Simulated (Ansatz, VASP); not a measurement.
# Cross-check of TaSb between VASP and Ansatz

Aim: how closely do two programs agree when they are given the same cell, functional and k mesh? The cell is generated by rule, not measured, and may not be a known phase. The cell is taken from a series of runs on this material, whose earlier steps may have relaxed, scaled, displaced or heated it; both programs get it as it stands.

Main program and level: Ansatz 0.2.0; plane waves, with VASP 6.6.1 beside it; relaxation of cell and atoms at LDA and zone-centre phonons at LDA.

The structure was built from a prototype and need not be the compound's stable phase.

### 1. The structure

It takes space group P-6m2 (No. 187, hexagonal). Conventional cell: a = 3.530 Å, b = 3.530 Å, c = 3.725 Å, α = 90.00°, β = 90.00°, γ = 120.00°. Nearest to Ta lie 6 Sb at 2.76 Å. Nearest to Sb lie 6 Ta at 2.76 Å. Farther neighbours are not listed.

As a file:

```cif
data_structure
_symmetry_space_group_name_H-M 'P 1'
_symmetry_Int_Tables_number 1
_cell_length_a 3.5297
_cell_length_b 3.5297
_cell_length_c 3.7247
_cell_angle_alpha 90.000
_cell_angle_beta 90.000
_cell_angle_gamma 120.000
_cell_volume 40.19
loop_
_atom_site_label
_atom_site_type_symbol
_atom_site_fract_x
_atom_site_fract_y
_atom_site_fract_z
_atom_site_occupancy
Ta1 Ta 0.33333 0.66667 0.50000 1
Sb2 Sb 0.00000 0.00000 0.00000 1
```

### 2. VASP: relaxation of cell and atoms, LDA, pair 1

The relaxed volume is the usual yardstick between codes: in a stiff, nearly cubic crystal its relative difference is about their pressure difference at one cell divided by the bulk modulus.

Lines of VASP's logs that name or quote its potential files are left out, and so is its time.

INCAR reads:

```
SYSTEM = TaSb
PREC = Accurate
ENCUT = 500
EDIFF = 1E-07
NELM = 120
ISMEAR = 0
SIGMA = 0.1
LREAL = .FALSE.
ALGO = Normal
GGA = CA
NBANDS = 14
LASPH = .TRUE.
LORBIT = 11
LWAVE = .FALSE.
LCHARG = .FALSE.
ISIF = 3
IBRION = 2
NSW = 80
EDIFFG = -0.005
GGA_COMPAT = .FALSE.
NELMIN = 4
KPAR = 2
```

POSCAR reads:

```
TaSb
1.0
    3.5296780000      0.0000000000      0.0000000000
   -1.7648390000      3.0567910000      0.0000000000
    0.0000000000      0.0000000000      3.7246710000
Ta Sb
1 1
Direct
    0.3333333879      0.6666667757      0.5000001342
    0.0000000000      0.0000000000      0.0000000000
```

KPOINTS reads:

```
Automatic mesh
0
Gamma
12 12 10
0 0 0
```

Potentials, in the order of the species: Ta_pv and Sb (LDA family, release 64).

On the command line:

```
> mpirun -np 2 vasp_std
```

Numbers of over 12 decimals in the logs are rounded to 6 here.

What it wrote:

```text
[banner, memory and clock lines left out]
running    2 mpi-ranks, on    1 nodes
 distrk:  each k-point on    1 cores,    2 groups
 distr:  one band on    1 cores,    1 groups

 POSCAR found type information on POSCAR TaSb
 POSCAR found :  2 types and       2 ions
 LDA part: xc-table for (Slater(with rela. corr.)+CA(PZ))
 , standard interpolation
 POSCAR, INCAR and KPOINTS ok, starting setup
 FFT: planning ... GRIDC
 FFT: planning ... GRID_SOFT
 FFT: planning ... GRID
 WAVECAR not read
 entering main loop
       N       E                     dE             d eps       ncg     rms          rms(c)
DAV:   1     0.898831854505E+02    0.89883E+02   -0.77770E+03  3192   0.100E+03
DAV:   2    -0.156076063043E+02   -0.10549E+03   -0.10081E+03  4158   0.263E+02
DAV:   3    -0.183488034000E+02   -0.27412E+01   -0.26988E+01  3846   0.406E+01
DAV:   4    -0.183762572776E+02   -0.27454E-01   -0.27447E-01  3666   0.465E+00
DAV:   5    -0.183767739674E+02   -0.51669E-03   -0.51669E-03  3892   0.639E-01    0.133E+01
DAV:   6    -0.177213921378E+02    0.65538E+00   -0.11421E+00  3462   0.935E+00    0.552E+00
DAV:   7    -0.176709856179E+02    0.50407E-01   -0.10919E-01  3870   0.252E+00    0.232E+00
DAV:   8    -0.176593679867E+02    0.11618E-01   -0.13513E-02  3336   0.670E-01    0.137E-01
DAV:   9    -0.176592063605E+02    0.16163E-03   -0.10004E-03  3588   0.206E-01    0.691E-02
DAV:  10    -0.176591638989E+02    0.42462E-04   -0.84558E-05  4008   0.893E-02    0.204E-02
DAV:  11    -0.176591639355E+02   -0.36652E-07   -0.40303E-06  3480   0.170E-02    0.723E-03
DAV:  12    -0.176591638148E+02    0.12077E-06   -0.49165E-07  3870   0.567E-03    0.163E-03
DAV:  13    -0.176591638126E+02    0.21321E-08   -0.19433E-08  1728   0.116E-03
   1 F= -.17659164E+02 E0= -.17658261E+02  d E =-.176592E+02
[...]
2 F= -.17657360E+02 E0= -.17656437E+02  d E =0.180344E-02
[...]
3 F= -.17659940E+02 E0= -.17659032E+02  d E =-.775998E-03
[...]
4 F= -.17660064E+02 E0= -.17659140E+02  d E =-.124078E-03
 trial-energy change:   -0.000124  1 .order   -0.000124   -0.000170   -0.000077
 step:   1.5929(harm=  1.5929)  dis= 0.00000  next Energy=   -17.660096 (dE=-0.156E-03)
 bond charge predicted
       N       E                     dE             d eps       ncg     rms          rms(c)
DAV:   1    -0.176603052905E+02   -0.24131E-03   -0.95491E-03  3204   0.804E-01    0.750E-02
DAV:   2    -0.176601470383E+02    0.15825E-03   -0.20451E-04  3624   0.128E-01    0.351E-02
DAV:   3    -0.176600987467E+02    0.48292E-04   -0.77221E-05  3954   0.659E-02    0.120E-02
DAV:   4    -0.176600985606E+02    0.18614E-06   -0.53527E-06  3432   0.158E-02    0.753E-03
DAV:   5    -0.176600984958E+02    0.64716E-07   -0.30803E-07  4110   0.400E-03
   5 F= -.17660098E+02 E0= -.17659158E+02  d E =-.158686E-03
 curvature:  -0.84 expect dE=-0.176E-06 dE for cont linesearch -0.399E-07
 trial: gam=-0.02076 g(F)=  0.526E-42 g(S)=  0.210E-06 ort = 0.313E-05 (trialstep = 0.102E+01)
 search vector abs. value=  0.169E-06
 reached required accuracy - stopping structural energy minimisation
```

Parts of OUTCAR (step 2):

```text
ion  position               nearest neighbor table
   1  0.333  0.667  0.500-   2 2.76   2 2.76   2 2.76   2 2.76   2 2.76   2 2.76
   2  0.000  0.000  0.000-   1 2.76   1 2.76   1 2.76   1 2.76   1 2.76   1 2.76

  LATTYP: Found a hexagonal cell.
 ALAT       =     3.5296780000
 C/A-ratio  =     1.0552438494

 Subroutine GETGRP returns: Found 12 space group operations
 (whereof 12 operations were pure point group operations)

The static configuration has the point symmetry D_3h.

 Found    114 irreducible k-points:

   k-points           NKPTS =    114   k-points in BZ     NKDIM =    114   number of bands    NBANDS=     14

   dimension x,y,z NGX =    28 NGY =   28 NGZ =   28
   dimension x,y,z NGXF=    56 NGYF=   56 NGZF=   56

   ENCUT  =  500.0 eV  36.75 Ry    6.06 a.u.   6.44  6.44  6.79*2*pi/ulx,y,z

   NELECT =      16.0000    total number of electrons

 k-points in reciprocal lattice and weights: Automatic mesh
   0.00000000  0.00000000  0.00000000       0.001
   0.08333333  0.00000000  0.00000000       0.004
   0.16666667 -0.00000000  0.00000000       0.004
   0.25000000 -0.00000000  0.00000000       0.004
   0.33333333  0.00000000  0.00000000       0.004
   0.41666667 -0.00000000  0.00000000       0.004
   0.50000000 -0.00000000  0.00000000       0.002
   0.08333333  0.08333333  0.00000000       0.004
   0.16666667  0.08333333  0.00000000       0.008
[...]
0.33333333  0.25000000  0.50000000       0.008
   0.33333333  0.33333333  0.50000000       0.001

 average (electrostatic) potential at core
       1 -34.8958       2 -84.6039

 E-fermi :   8.5752

 k-point     1 :       0.0000    0.0000    0.0000
  band No.  band energies     occupation
    ...
      4      -4.1343      2.00000
      5       5.8162      2.00000
      6       6.9783      2.00000
      7       6.9783      2.00000
      8       7.7300      2.00000
      9       9.7174      0.00000
     10       9.7174      0.00000
     11      13.6819      0.00000
     12      13.6819      0.00000
     13      13.8066      0.00000
    ...

 k-point     2 :       0.0833    0.0000    0.0000
  band No.  band energies     occupation
    ...
      4      -4.0126      2.00000
      5       5.8705      2.00000
      6       6.7127      2.00000
      7       7.0694      2.00000
      8       7.4051      2.00000
      9       9.6902      0.00000
     10      10.1662      0.00000
     11      12.5521      0.00000
     12      13.3650      0.00000
     13      14.6716      0.00000
    ...

 k-point     3 :       0.1667   -0.0000    0.0000
  band No.  band energies     occupation
    ...
      4      -3.6557      2.00000
      5       5.6532      2.00000
      6       6.3871      2.00000
      7       6.8372      2.00000
      8       7.3269      2.00000
      9       9.6174      0.00000
     10      11.0778      0.00000
     11      11.3459      0.00000
     12      12.7087      0.00000
     13      14.9074      0.00000
    ...

  Total       -0.0019572     -0.0019572     -0.0010188      0.0000000      0.0000000      0.0000000
  in kB       -0.0776983     -0.0776983     -0.0404450      0.0000000      0.0000000      0.0000000
  external PRESSURE =      -0.0652805 kB  Pullay stress =       0.0000000 kB

  energy-cutoff  :      500.00
  volume of cell :       40.36
      direct lattice vectors                 reciprocal lattice vectors
     3.527490659  0.000000000  0.000000000     0.283487639  0.163671655 -0.000000000
    -1.763745330  3.054896707 -0.000000000    -0.000000000  0.327343310 -0.000000000
    -0.000000000  0.000000000  3.745249264    -0.000000000  0.000000000  0.267004925

 POSITION                                       TOTAL-FORCE (eV/Angst)
 -----------------------------------------------------------------------------------
      0.00000      2.03660      1.87263         0.000000     -0.000000      0.000000
     -0.00000      0.00000      3.74525        -0.000000      0.000000      0.000000
 -----------------------------------------------------------------------------------
    total drift:                               -0.000000     -0.000121     -0.000187

  FREE ENERGIE OF THE ION-ELECTRON SYSTEM (eV)
  ---------------------------------------------------
  free  energy   TOTEN  =       -17.6600984958 eV

  energy  without entropy=      -17.6582168668  energy(sigma->0) =      -17.65915768

 reached required accuracy - stopping structural energy minimisation

 total charge
# of ion       s       p       d       tot
------------------------------------------
    1        0.271   6.129   2.459   8.858
    2        1.105   1.473   0.083   2.662
--------------------------------------------------
tot          1.376   7.602   2.542  11.520

[... 3 further parts left out ...]
```

CONTCAR:

```
TaSb
   1.00000000000000
     3.5274906591785324    0.0000000000000000    0.0000000000000000
    -1.7637453295892662    3.0548967069353621   -0.0000000000000000
    -0.0000000000000000    0.0000000000000000    3.7452492636421342
  Ta              Sb
     1     1
Direct
     0.3333333878999980    0.6666667757000013    0.5000001342000004
     0.0000000000000000    0.0000000000000000    1.0000000000000000
```

The run keeps the 12 symmetry operations of its start, so it cannot find a distortion of lower symmetry.

### 3. Ansatz: relaxation of cell and atoms, LDA, pair 1

Ansatz runs on norm-conserving files, of PseudoDojo where its log says so.

The same cell, functional (in two slightly different forms), mesh and smearing now go to Ansatz, which takes its cutoff from its data sets.

input.yaml reads:

```yaml
crystal:
  lattice:
    - [3.5296783998, 0.0, 0.0]
    - [-1.7648391999, 3.0567911614, 0.0]
    - [0.0, 0.0, 3.7246711279]
  atoms:
    - { symbol: Ta, position: [0.3333333333, 0.6666666667, 0.5] }
    - { symbol: Sb, position: [0.0, 0.0, 0.0] }
kpoints:
  mp_grid: { grid: [12, 12, 10] }
hamiltonian:
  xc: lda
  pseudopotentials: { kind: nc }
scf:
  occupations: { method: gaussian, width: 0.1 }
output:
  forces: true
  stress: true
  eigenvalues: true
relax:
  adjacent_minimum: "off"
  f_tol: 0.005
  max_steps: 80
  cell: { stress_tol: 0.05 }
```

On the command line:

```
> ansatz run input.yaml --threads 4 --pin off --max-ram 7168MiB --backend cpu --events-out ev --progress --plain --runs-dir out
```

What it wrote:

```text
Engine: ansatz 0.2.0, aarch64-unknown-linux-gnu
Pseudopotentials: kind: nc
Pseudopotential: Ta, nc, valence charge 13, recommended cutoff 789.130201 eV (normal), Ta.nc.azcp (PseudoDojo's, or run here from an input of PseudoDojo's: the run reads no file of this project's for it)
Pseudopotential: Sb, nc, valence charge 15, recommended cutoff 1142.878222 eV (normal), Sb.nc.azcp (PseudoDojo's, or run here from an input of PseudoDojo's: the run reads no file of this project's for it)
Functional definition: SPW92
  exchange = slater_x
  correlation = pw_c
Crystal: 2 atoms, lattice volume = 40.187 Å³
Basis set: ecut = 1142.878222 eV, 3513 PW (Γ)
Bands: 18, of which v1, the nominal top of the filled ones, is band 14 counted from 1 (13 counted from 0)
Symmetry: 12 space group operations
Space group: P-6m2 (ITA 187), of the structure as read, at distance tolerance 3.4e-5 Å
k-points: 114 of 1440 (time reversal used)
Non-local potential: Ta, projectors of the file, l = 0: 2, l = 1: 2, l = 2: 2, l = 3: 2
Non-local potential: Sb, projectors of the file, l = 0: 2, l = 1: 2, l = 2: 2
Initial density: superposition of atomic densities (chi_scale 0.1, normalization cell, long waves kept (reshape's long-wave potential 0.00 eV rms))
Initial wavefunctions: pseudopotential atomic-orbital guess
Functional: x = slater, c = lda
SCF iter   1: F=—  HF=-4241.806049 eV  |F-HF|=—  |Δ(HF+E_count)|=         —  Δρ=4.22e-2  dr2=1.18e0  ethr=3.10e-3  ⟨swp⟩=6.0  Hψ=10726  notcnv=0
preconditioner: auto → none  [metal: Δε(μ)=0.027 eV  Ē_g=7.067 eV  σ=0.100 eV  W_gap=0.15  n_scr=8 (ndim 8)  ℏωp=18.5 eV  f_vac=0.000  D(μ)=0.53/eV (n_scr^D=0)  sad-step TF]
SCF iter   2: F=—  HF=-4241.515282 eV  |F-HF|=—  |Δ(HF+E_count)|=   2.91e-1  Δρ=2.32e-2  dr2=3.45e-1  ethr=3.10e-3  ⟨swp⟩=2.0  Hψ=3274  notcnv=0
SCF iter   3: F=—  HF=-4241.401950 eV  |F-HF|=—  |Δ(HF+E_count)|=   1.13e-1  Δρ=7.22e-3  dr2=2.90e-2  ethr=1.23e-3  ⟨swp⟩=2.0  Hψ=3649  notcnv=0
SCF iter   4: F=—  HF=-4241.393382 eV  |F-HF|=—  |Δ(HF+E_count)|=   8.57e-3  Δρ=1.73e-3  dr2=8.44e-4  ethr=1.04e-4  ⟨swp⟩=2.0  Hψ=4104  notcnv=0
SCF iter   5: F=—  HF=-4241.393169 eV  |F-HF|=—  |Δ(HF+E_count)|=   2.13e-4  Δρ=2.61e-4  dr2=1.55e-5  ethr=3.01e-6  ⟨swp⟩=2.7  Hψ=3576  notcnv=0
SCF iter   6: F=—  HF=-4241.393213 eV  |F-HF|=—  |Δ(HF+E_count)|=   4.31e-5  Δρ=6.80e-5  dr2=7.22e-7  ethr=5.53e-8  ⟨swp⟩=2.0  Hψ=3566  notcnv=0
SCF iter   7: F=-4241.393213 eV  HF=-4241.393213 eV  |F-HF|=2.95e-8  |Δ(HF+E_count)|=   4.02e-8  Δρ=1.66e-5  dr2=3.98e-8  ethr=3.57e-10  ⟨swp⟩=9.7  Hψ=12902  notcnv=0
SCF 1 converged in 7 iterations: F = -4241.393213 eV  dr2 = 3.98e-8
relax step   1: F+E_penalty+E_count = -4241.39321255 eV  Δ(F+E_penalty+E_count) = +0.000e0 eV  max|allowed force component| = 1.850e-17 eV/Å  Δτ_max = 0.0000 Å  P = -0.135 GPa  Ω = 40.187 Å³  (7 SCF iters, dr2 threshold 1.00e-7 eV, accepted)
[...]
relax step   2: F+E_penalty+E_count = -4241.39322026 eV  Δ(F+E_penalty+E_count) = -7.712e-6 eV  max|allowed force component| = 1.850e-17 eV/Å  Δτ_max = 0.0000 Å  P = +0.361 GPa  Ω = 40.001 Å³  energy of the carried Pulay correction = +1.625e-5 eV  (5 SCF iters, dr2 threshold 1.72e-7 eV, rejected (line search))
[...]
relax step   3: F+E_penalty+E_count = -4241.39338076 eV  Δ(F+E_penalty+E_count) = -1.682e-4 eV  max|allowed force component| = 3.701e-17 eV/Å  Δτ_max = 0.0000 Å  P = -0.027 GPa  Ω = 40.129 Å³  energy of the carried Pulay correction = +5.098e-6 eV  (7 SCF iters, accepted)
[...]
relax step   4: F+E_penalty+E_count = -4241.39337659 eV  Δ(F+E_penalty+E_count) = +4.174e-6 eV  max|allowed force component| = 3.701e-17 eV/Å  Δτ_max = 0.0000 Å  P = -0.027 GPa  Ω = 40.129 Å³  stress off target by 4.71e-2 GPa  SCF on the basis re-selected at this cell (its energy is not comparable with the rows above)  (4 SCF iters)
basis re-selected at this cell: Δ(F+E_penalty+E_count) = +4.174e-6 eV, ΔP = -0.000 GPa vs the last step (what re-selecting the basis moved, of the pressure what is left beyond the Pulay correction that the steps carried, after the strain that the cell walked since its last selection, with what the two solves' SCF thresholds leave and, on support functions, any second-order correction that the steps lacked; it is no m [...]
SCF converged after 4 iterations
Free energy (F): -4241.393377 eV
Harris-Foulkes:  -4241.393377 eV  (|F-HF|=9.09e-13)
Internal energy: -4241.391642 eV  (E = F + TS)
E sigma→0 (E₀):  -4241.392509 eV
Entropy (-TS):   -0.001735 eV (-0.867 meV/atom)
Fermi energy:    16.637071 eV
--- Per-component energies (eV) ---
  E_band       = -210.922432
  E_kinetic    = 1917.146868
  E_local      = -2503.278018  (includes V_loc(G=0)·N_el)
  E_nonlocal   = -396.606825
  E_hartree    = 715.237682
  E_xc         = -1010.379367
  E_vxc        = -658.659845  (∫ρ·V_xc dr)
  E_ewald      = -2963.511981
  E_smearing   = -0.001735  (= −TS)
  E_closure    = 0.000000  (closes the sum)
  Σ components = -4241.393377   (vs F -4241.393377, Δ=0.00e0)
--- Forces (eV/Å), atoms counted from 1 ---
  atom   1  Ta     0.00000000     0.00000000     0.00000000
  atom   2  Sb     0.00000000     0.00000000     0.00000000
  max |Σ_I F_I| component: 4.44e-16 eV/Å
--- Stress (GPa, compression-positive) ---
       -0.047090       0.000000      -0.000000
        0.000000      -0.047090      -0.000000
       -0.000000      -0.000000       0.012252
  P = ⅓ Tr σ = -0.0273 GPa (-0.273 kbar)
--- Band table (eV; the first three rows and the last of 114) ---
  k-point 0: bands = [... 10 lower, 13.8893, 15.0280, 15.0280, 15.7892, 17.8308, 17.8308, 21.7399, 21.7399]
  k-point 1: bands = [... 10 lower, 13.3511, 15.0954, 15.0954, 15.9624, 17.6342, 17.6342, 21.8933, 21.8933]
  k-point 2: bands = [... 10 lower, 12.1572, 15.2830, 15.2830, 16.3774, 17.2112, 17.2112, 21.9955, 21.9955]
  k-point 113: bands = [... 10 lower, 11.3941, 12.2195, 13.6273, 15.8674, 18.1933, 18.8594, 20.5871, 21.3060]
--- Relaxed structure (3 steps of the walk, 2 accepted, 1 SCFs on fresh bases) ---
  F+E_penalty+E_count = -4241.39337659 eV   max|allowed force component| = 3.701e-17 eV/Å   (the final SCF, on the basis selected at the relaxed cell)
  cell:  # Å, volume = 40.1291 Å³
    - [3.523713, 0, 0.0]
    - [-1.761857, 3.051625, 0.0]
    - [0.0, 0.0, 3.731879]
  atoms:
    - { symbol: Ta, position: [0.333333, 0.666667, 0.5] }
    - { symbol: Sb, position: [0, -2.775557561562891e-17, 0.0] }
```

Reading the cycles: dr2 is the Hartree energy of the density residual (eV), the measure of convergence; HF is the Harris–Foulkes estimate of the energy, which meets the free energy F at convergence.

### 4. Differences

Known differences besides the potentials themselves: the two LDA forms differ slightly; the data sets hold 28 valence electrons in Ansatz (on norm-conserving files, of PseudoDojo where its log says so) and 16 in VASP; the cutoff is 1142.88 eV in Ansatz and 500 eV in VASP; VASP's log shows a relativistic correction to its local exchange, Ansatz's none; Ansatz adds a Pulay correction to the stress that steers its cell, VASP none. Total energies have different zeros and are not compared.

The two programs side by side:

```
                                         quantity  Ansatz   VASP  difference
                                      volume (Å³)   40.13  40.36     -0.57 %
edge a after relaxation, in the typed setting (Å)   3.524  3.527     -0.11 %
edge c after relaxation, in the typed setting (Å)   3.732  3.745     -0.36 %
```

[end of part 1 of 2]

[Lines on the potential files, build, host, timing and source positions are cut from VASP's logs without a mark.]

[Logs are printed without paths, hosts, clocks, repeated set-up lines and the standing remarks that a program may print on its own settings, such as how far it seeks lower states.]

[Hosts, paths, dates, database ids (printed as entryN), source tags and the programs' standing remarks are cut or masked in the printed files.]
